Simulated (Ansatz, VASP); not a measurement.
**BN: VASP beside Ansatz**

Aim: how closely do two programs agree when they are given the same cell, functional and k mesh? The cell is taken from a series of runs on this material, whose earlier steps may have relaxed, scaled, displaced or heated it; both programs get it as it stands.

Program: Ansatz 0.2.0. Level of theory: plane waves, with VASP 6.6.1 beside it; G0W0 gap at PBE0 form with 50 % exact exchange with an exact-exchange share of 0.5. Results are calculated unless marked as measured.

**1. The starting structure**

Symmetry: P6_3/mmc, No. 194, hexagonal system. The conventional cell has a = 2.504 Å, b = 2.504 Å, c = 6.661 Å, α = 90.00°, β = 90.00°, γ = 120.00°. Nearest to B lie 3 N at 1.45 Å. Nearest to N lie 3 B at 1.45 Å. Farther neighbours and most contacts between anions are not listed.

Coordinates:

```xyz
4
Lattice="2.5040 0.0000 0.0000 -1.2520 2.1685 0.0000 0.0000 0.0000 6.6612" Properties=species:S:1:pos:R:3 pbc="T T T"
B     0.0000    1.4457    1.6653
B     1.2520    0.7228    4.9959
N     0.0000    1.4457    4.9959
N     1.2520    0.7228    1.6653
```

**2. VASP: G0W0 gap, PBE0 form with 50 % exact exchange with an exact-exchange share of 0.5**

Quasiparticle shifts depend on high empty states and on the cores, so they are the hardest test of two PAW sets.

Lines of VASP's logs that name or quote its potential files are left out, and so is its time.

The run reads the wave functions of an earlier VASP run, which isn't shown here.

Contents of INCAR:

```
SYSTEM = BN
PREC = Accurate
ENCUT = 450
ISMEAR = 0
SIGMA = 0.01
LREAL = .FALSE.
LHFCALC = .TRUE.
AEXX = 0.5
GGA = PE
LASPH = .TRUE.
NBANDS = 160
PRECFOCK = Fast
ALGO = EVGW0
NELMGW = 1
ENCUTGW = 150
NOMEGA = 64
NBANDSGW = 16
LWAVE = .FALSE.
LCHARG = .FALSE.
```

Contents of POSCAR:

```
BN
1.0
    2.5039900000      0.0000000000      0.0000000000
   -1.2519950000      2.1685189508      0.0000000000
    0.0000000000      0.0000000000      6.6612000000
B N
2 2
Direct
    0.3333333333      0.6666666667      0.2500000000
    0.6666666667      0.3333333333      0.7500000000
    0.3333333333      0.6666666667      0.7500000000
    0.6666666667      0.3333333333      0.2500000000
```

Contents of KPOINTS:

```
Automatic mesh
0
Gamma
9 9 4
0 0 0
```

Potentials, in the order of the species: B_GW and N_GW (PBE family, release 64).

Command:

```bash
$ mpirun -np 8 vasp_std
```

Numbers of over 12 decimals in the logs are rounded to 6 here.

The log of the run:

```text
[banner, memory and clock lines left out]
running    8 mpi-ranks, on    1 nodes
 distrk:  each k-point on    8 cores,    1 groups
 distr:  one band on    1 cores,    8 groups

 POSCAR found type information on POSCAR B N
 POSCAR found :  2 types and       4 ions
|                                                                             |
|           W    W    AA    RRRRR   N    N  II  N    N   GGGG   !!!           |
|           W    W   A  A   R    R  NN   N  II  NN   N  G    G  !!!           |
|           W    W  A    A  R    R  N N  N  II  N N  N  G       !!!           |
|           W WW W  AAAAAA  RRRRR   N  N N  II  N  N N  G  GGG   !            |
|           WW  WW  A    A  R   R   N   NN  II  N   NN  G    G                |
|           W    W  A    A  R    R  N    N  II  N    N   GGGG   !!!           |
|                                                                             |
|     For optimal performance we recommend to set                             |
|       NCORE = 2 up to number-of-cores-per-socket                            |
|     NCORE specifies how many cores store one orbital (NPAR=cpu/NCORE).      |
|     This setting can greatly improve the performance of VASP for DFT.       |
|     The default, NCORE=1 might be grossly inefficient on modern             |
|     multi-core architectures or massively parallel machines. Do your        |
|     Unfortunately you need to use the default for GW and RPA                |
|     calculations (for HF NCORE is supported but not extensively tested      |
|     yet).                                                                   |
|                                                                             |

|                                                                             |
|           W    W    AA    RRRRR   N    N  II  N    N   GGGG   !!!           |
|           W    W   A  A   R    R  NN   N  II  NN   N  G    G  !!!           |
|           W    W  A    A  R    R  N N  N  II  N N  N  G       !!!           |
|           W WW W  AAAAAA  RRRRR   N  N N  II  N  N N  G  GGG   !            |
|           WW  WW  A    A  R   R   N   NN  II  N   NN  G    G                |
|           W    W  A    A  R    R  N    N  II  N    N   GGGG   !!!           |
|                                                                             |
|     The default for ENCUTGWSOFT is different in this version of VASP.       |
|     please manually set ENCUTGWSOFT =150 in the INCAR file.                 |
|                                                                             |

 LDA part: xc-table for (Slater+PW92), standard interpolation
 found WAVECAR, reading the header
 POSCAR, INCAR and KPOINTS ok, starting setup
 FFT: planning ... GRIDC
 FFT: planning ... GRID_SOFT
 FFT: planning ... GRID
 reading WAVECAR
 the WAVECAR file was read successfully
 initial charge from wavefunction
 available memory per node:     62.65 GB, setting MAXMEM to     64152

 The Fermi energy was updated, please check that it is located mid-gap
 values below the HOMO (VB) or above the LUMO (CB) will cause erroneous energies
 E-fermi :   4.1314

 calculate exact exchange contribution
 the WAVEDER file was read successfully
energies w=
    0.000    0.000    0.890    0.000    1.778    0.000    2.662    0.000
    3.539    0.000    4.410    0.000    5.272    0.000    6.124    0.000
    6.964    0.000    7.794    0.000    8.613    0.000    9.420    0.000
   10.216    0.000   11.001    0.000   11.776    0.000   12.542    0.000
   13.301    0.000   14.052    0.000   14.798    0.000   15.540    0.000
   16.279    0.000   17.016    0.000   17.754    0.000   18.495    0.000
   19.239    0.000   19.989    0.000   20.747    0.000   21.516    0.000
   22.297    0.000   23.092    0.000   23.906    0.000   24.741    0.000
   25.599    0.000   26.486    0.000   27.404    0.000   28.359    0.000
   29.356    0.000   30.400    0.000   31.498    0.000   32.657    0.000
   33.887    0.000   35.199    0.000   36.603    0.000   38.113    0.000
   39.749    0.000   41.528    0.000   43.477    0.000   45.624    0.000
   48.008    0.000   50.675    0.000   53.683    0.000   57.106    0.000
   61.044    0.000   65.626    0.000   71.029    0.000   77.498    0.000
   85.384    0.000   95.209    0.000  107.781    0.000  124.424    0.000
  147.469    0.000  181.430    0.000  236.352    0.000  340.021    0.000
 responsefunction array rank=     176
 LDA part: xc-table for (Slater+PW92), standard interpolation

 min. memory requirement per mpi rank    314.0 MB, per node   2512.2 MB

 allocating   8 responsefunctions rank=   176
 shmem allocating  64 responsefunctions rank=   176
 response function shared by NCSHMEM nodes    1
 Doing            8  frequencies on each core in blocks of           64
NQ=   1    0.0000    0.0000    0.0000,
|.........|.........|.........|.........|.........|.........|.........|.........
 performed        972000 updates of chi_q(r,r)
 total number of BLAS operations        177.35 Gflops
NQ=   2    0.1111    0.0000    0.0000,
|.........|.........|.........|.........|.........|.........|.........|.........
 performed       2743000 updates of chi_q(r,r)
 total number of BLAS operations        526.58 Gflops
NQ=   3    0.2222   -0.0000    0.0000,
|.........|.........|.........|.........|.........|.........|.........|.........
[...]
|.........|.........|.........|.........|.........|.........|.........|.........
 performed      14105000 updates of chi_q(r,r)
 total number of BLAS operations       2630.36 Gflops
NQ=   9    0.4444    0.1111    0.0000,
|.........|.........|.........|.........|.........|.........|.........|.........
 performed      15876000 updates of chi_q(r,r)
 total number of BLAS operations       2932.36 Gflops
NQ=  10    0.2222    0.2222    0.0000,
|.........|.........|.........|.........|.........|.........|.........|.........
 performed      17647000 updates of chi_q(r,r)
 total number of BLAS operations       3264.02 Gflops
NQ=  11    0.3333    0.2222    0.0000,
|.........|.........|.........|.........|.........|.........|.........|.........
 performed      19786000 updates of chi_q(r,r)
 total number of BLAS operations       3633.91 Gflops
NQ=  12    0.3333    0.3333    0.0000,
|.........|.........|.........|.........|.........|.........|.........|.........
 performed      20932000 updates of chi_q(r,r)
 total number of BLAS operations       3824.08 Gflops
NQ=  13    0.0000    0.0000    0.2500,
|.........|.........|.........|.........|.........|.........|.........|.........
 performed      22078000 updates of chi_q(r,r)
 total number of BLAS operations       4067.74 Gflops
NQ=  14    0.1111    0.0000    0.2500,
|.........|.........|.........|.........|.........|.........|.........|.........
 performed      24064000 updates of chi_q(r,r)
 total number of BLAS operations       4484.72 Gflops
NQ=  15    0.2222   -0.0000    0.2500,
|.........|.........|.........|.........|.........|.........|.........|.........
 performed      26050000 updates of chi_q(r,r)
 total number of BLAS operations       4861.52 Gflops
NQ=  16    0.3333   -0.0000    0.2500,
|.........|.........|.........|.........|.........|.........|.........|.........
 performed      28036000 updates of chi_q(r,r)
 total number of BLAS operations       5219.01 Gflops
NQ=  17    0.4444   -0.0000    0.2500,
|.........|.........|.........|.........|.........|.........|.........|.........
 performed      30022000 updates of chi_q(r,r)
 total number of BLAS operations       5553.07 Gflops
NQ=  18    0.1111    0.1111    0.2500,
|.........|.........|.........|.........|.........|.........|.........|.........
 performed      32284000 updates of chi_q(r,r)
 total number of BLAS operations       5982.33 Gflops
NQ=  19    0.2222    0.1111    0.2500,
|.........|.........|.........|.........|.........|.........|.........|.........
 performed      34730000 updates of chi_q(r,r)
 total number of BLAS operations       6452.62 Gflops
NQ=  20    0.3333    0.1111    0.2500,
|.........|.........|.........|.........|.........|.........|.........|.........
 performed      37176000 updates of chi_q(r,r)
 total number of BLAS operations       6887.20 Gflops
NQ=  21    0.4444    0.1111    0.2500,
|.........|.........|.........|.........|.........|.........|.........|.........
 performed      39438000 updates of chi_q(r,r)
 total number of BLAS operations       7262.52 Gflops
NQ=  22    0.2222    0.2222    0.2500,
|.........|.........|.........|.........|.........|.........|.........|.........
 performed      41700000 updates of chi_q(r,r)
 total number of BLAS operations       7680.71 Gflops
NQ=  23    0.3333    0.2222    0.2500,
|.........|.........|.........|.........|.........|.........|.........|.........
 performed      44146000 updates of chi_q(r,r)
 total number of BLAS operations       8109.48 Gflops
NQ=  24    0.3333    0.3333    0.2500,
|.........|.........|.........|.........|.........|.........|.........|.........
 performed      45466000 updates of chi_q(r,r)
 total number of BLAS operations       8347.16 Gflops
NQ=  25    0.0000    0.0000    0.5000,
|.........|.........|.........|.........|.........|.........|.........|.........
 performed      46438000 updates of chi_q(r,r)
 total number of BLAS operations       8571.95 Gflops
NQ=  26    0.1111    0.0000    0.5000,
|.........|.........|.........|.........|.........|.........|.........|.........
 performed      48209000 updates of chi_q(r,r)
 total number of BLAS operations       8943.78 Gflops
NQ=  27    0.2222   -0.0000    0.5000,
|.........|.........|.........|.........|.........|.........|.........|.........
 performed      49980000 updates of chi_q(r,r)
 total number of BLAS operations       9288.57 Gflops
NQ=  28    0.3333   -0.0000    0.5000,
|.........|.........|.........|.........|.........|.........|.........|.........
 performed      51751000 updates of chi_q(r,r)
 total number of BLAS operations       9598.91 Gflops
NQ=  29    0.4444   -0.0000    0.5000,
|.........|.........|.........|.........|.........|.........|.........|.........
 performed      53522000 updates of chi_q(r,r)
 total number of BLAS operations       9900.91 Gflops
NQ=  30    0.1111    0.1111    0.5000,
|.........|.........|.........|.........|.........|.........|.........|.........
 performed      55293000 updates of chi_q(r,r)
 total number of BLAS operations      10254.60 Gflops
NQ=  31    0.2222    0.1111    0.5000,
|.........|.........|.........|.........|.........|.........|.........|.........
 performed      57432000 updates of chi_q(r,r)
 total number of BLAS operations      10650.08 Gflops
NQ=  32    0.3333    0.1111    0.5000,
|.........|.........|.........|.........|.........|.........|.........|.........
 performed      59571000 updates of chi_q(r,r)
 total number of BLAS operations      11014.95 Gflops
NQ=  33    0.4444    0.1111    0.5000,
|.........|.........|.........|.........|.........|.........|.........|.........
 performed      61342000 updates of chi_q(r,r)
 total number of BLAS operations      11292.64 Gflops
NQ=  34    0.2222    0.2222    0.5000,
|.........|.........|.........|.........|.........|.........|.........|.........
 performed      63113000 updates of chi_q(r,r)
 total number of BLAS operations      11611.43 Gflops
NQ=  35    0.3333    0.2222    0.5000,
|.........|.........|.........|.........|.........|.........|.........|.........
 performed      65252000 updates of chi_q(r,r)
 total number of BLAS operations      11966.37 Gflops
NQ=  36    0.3333    0.3333    0.5000,
|.........|.........|.........|.........|.........|.........|.........|.........
 performed      66398000 updates of chi_q(r,r)
 total number of BLAS operations      12189.55 Gflops
 resolving degeneracies of screened two electron integrals

 calculate QP shifts <psi_nk| G(iteration)W_0 |psi_nk>: iteration 1
 entering main loop
```

From OUTCAR (step 2):

```text
ion  position               nearest neighbor table
   1  0.333  0.667  0.250-   4 1.45   4 1.45   4 1.45
   2  0.667  0.333  0.750-   3 1.45   3 1.45   3 1.45
   3  0.333  0.667  0.750-   2 1.45   2 1.45   2 1.45
   4  0.667  0.333  0.250-   1 1.45   1 1.45   1 1.45

  LATTYP: Found a hexagonal cell.
 ALAT       =     2.5039900000
 C/A-ratio  =     2.6602342661

 Subroutine GETGRP returns: Found 24 space group operations
 (whereof 12 operations were pure point group operations)

The static configuration has the point symmetry D_3d.
 The point group associated with its full space group is D_6h.

 Found     36 irreducible k-points:

   k-points           NKPTS =     36   k-points in BZ     NKDIM =    324   number of bands    NBANDS=    160

   dimension x,y,z NGX =    18 NGY =   18 NGZ =   48
   dimension x,y,z NGXF=    36 NGYF=   36 NGZF=   96

   ENCUT  =  450.0 eV  33.07 Ry    5.75 a.u.   4.33  4.33 11.52*2*pi/ulx,y,z

   NELECT =      16.0000    total number of electrons

  energy-cutoff  :      450.00
  volume of cell :       36.17
      direct lattice vectors                 reciprocal lattice vectors
     2.503990000  0.000000000  0.000000000     0.399362617  0.230572115  0.000000000
    -1.251995000  2.168518951  0.000000000     0.000000000  0.461144229  0.000000000
     0.000000000  0.000000000  6.661200000     0.000000000  0.000000000  0.150123101

 k-points in reciprocal lattice and weights: Automatic mesh
   0.00000000  0.00000000  0.00000000       0.003
   0.11111111  0.00000000  0.00000000       0.019
   0.22222222 -0.00000000  0.00000000       0.019
   0.33333333 -0.00000000  0.00000000       0.019
   0.44444444 -0.00000000  0.00000000       0.019
   0.11111111  0.11111111  0.00000000       0.019
   0.22222222  0.11111111  0.00000000       0.037
   0.33333333  0.11111111  0.00000000       0.037
   0.44444444  0.11111111  0.00000000       0.019
[...]
0.33333333  0.22222222  0.50000000       0.037
   0.33333333  0.33333333  0.50000000       0.006

 E-fermi :   4.1314

 QP shifts <psi_nk| G(iteration)W_0 |psi_nk>: iteration 1
 for sc-GW calculations column KS-energies equals QP-energies in previous step
 and V_xc(KS)=  KS-energies - (<T + V_ion + V_H > + <T+V_H+V_ion>^1  + <V_x>^1)
 k-point   1 :       0.0000    0.0000    0.0000
  band No.  KS-energies  QP-energies   sigma(KS)   V_xc(KS)     V^pw_x(r,r')   Z            occupation Imag(sigma)
    ...
      5      -1.9970      -1.1390     -20.0270     -21.0289     -22.6747       0.8564       2.0000       0.0602
      6      -1.9970      -1.1390     -20.0270     -21.0289     -22.6747       0.8564       2.0000       0.0602
      7      -1.9548      -1.0934     -20.0574     -21.0626     -22.7005       0.8569       2.0000       0.0601
      8      -1.9548      -1.0934     -20.0574     -21.0626     -22.7005       0.8569       2.0000       0.0601
      9       8.9143       8.4000      -7.4186      -6.8402      -4.0284       0.8892       0.0000      -0.0594
     10      15.0220      14.5806     -10.4995      -9.9787      -6.2594       0.8474       0.0000      -0.0971
     11      16.5025      16.4224     -11.3788     -11.2866      -7.0533       0.8691       0.0000      -0.0732
     12      16.5025      16.4224     -11.3788     -11.2866      -7.0533       0.8691       0.0000      -0.0732
    ...

 k-point   2 :       0.1111    0.0000    0.0000
  band No.  KS-energies  QP-energies   sigma(KS)   V_xc(KS)     V^pw_x(r,r')   Z            occupation Imag(sigma)
    ...
      5      -3.1195      -2.2573     -19.7959     -20.8096     -22.5895       0.8506       2.0000       0.0653
      6      -3.0759      -2.2110     -19.8189     -20.8350     -22.6039       0.8512       2.0000       0.0651
      7      -2.5069      -1.6423     -19.8838     -20.8961     -22.5904       0.8541       2.0000       0.0621
      8      -2.4546      -1.5866     -19.9222     -20.9375     -22.6236       0.8549       2.0000       0.0620
      9       9.3630       8.8486      -7.4204      -6.8408      -4.0099       0.8875       0.0000      -0.0600
     10      14.8922      14.4713     -10.7938     -10.2963      -6.5379       0.8459       0.0000      -0.0978
     11      16.1195      15.9719     -11.2045     -11.0346      -6.8802       0.8687       0.0000      -0.0747
     12      16.4542      16.3379     -11.3359     -11.2020      -7.0004       0.8681       0.0000      -0.0740
    ...

 k-point   3 :       0.2222   -0.0000    0.0000
  band No.  KS-energies  QP-energies   sigma(KS)   V_xc(KS)     V^pw_x(r,r')   Z            occupation Imag(sigma)
    ...
      5      -5.6503      -4.7440     -19.4225     -20.4998     -22.6030       0.8413       2.0000       0.0817
      6      -3.6923      -2.8986     -16.9068     -17.8540     -19.5187       0.8380       2.0000       0.0813
      7      -3.6030      -2.7191     -19.6571     -20.6967     -22.5147       0.8502       2.0000       0.0671
      8      -3.5391      -2.6518     -19.7043     -20.7474     -22.5558       0.8505       2.0000       0.0669
      9      10.5245      10.0042      -7.4298      -6.8425      -3.9252       0.8859       0.0000      -0.0630
     10      14.0163      13.6456     -11.2023     -10.7645      -6.9585       0.8466       0.0000      -0.0949
     11      15.0912      14.5795     -10.7079     -10.0952      -5.8405       0.8349       0.0000      -0.1202
     12      15.4157      15.2003     -10.9641     -10.7164      -6.6800       0.8696       0.0000      -0.0746
    ...

 k-point   4 :       0.3333   -0.0000    0.0000
  band No.  KS-energies  QP-energies   sigma(KS)   V_xc(KS)     V^pw_x(r,r')   Z            occupation Imag(sigma)
    ...
      5      -4.6245      -3.7184     -19.5155     -20.5864     -22.5333       0.8462       2.0000       0.0724
      6      -4.5538      -3.6434     -19.5671     -20.6422     -22.5783       0.8468       2.0000       0.0722
      7      -4.1570      -3.4496     -15.7130     -16.5560     -18.2526       0.8392       2.0000       0.0829
      8      -2.1760      -1.4096     -17.2710     -18.1787     -19.6251       0.8443       2.0000       0.0680
      9      11.3228      10.9328      -9.7334      -9.2820      -5.7070       0.8640       0.0000      -0.0777
     10      12.1759      11.6628      -7.7587      -7.1763      -4.0588       0.8810       0.0000      -0.0693
     11      12.3951      12.0520     -11.0646     -10.6621      -6.8491       0.8525       0.0000      -0.0869
     12      14.8458      14.5830     -10.8105     -10.5084      -6.5572       0.8698       0.0000      -0.0744
    ...

[... 4 further parts left out ...]
```

[end of part 1 of 2]

[Lines on the potential files, build, host, timing and source positions are cut from VASP's logs without a mark.]

[Logs are printed without paths, hosts, clocks, repeated set-up lines and the standing remarks that a program may print on its own settings, such as how far it seeks lower states.]

[Hosts, paths, dates, database ids (printed as entryN), source tags and the programs' standing remarks are cut or masked in the printed files.]
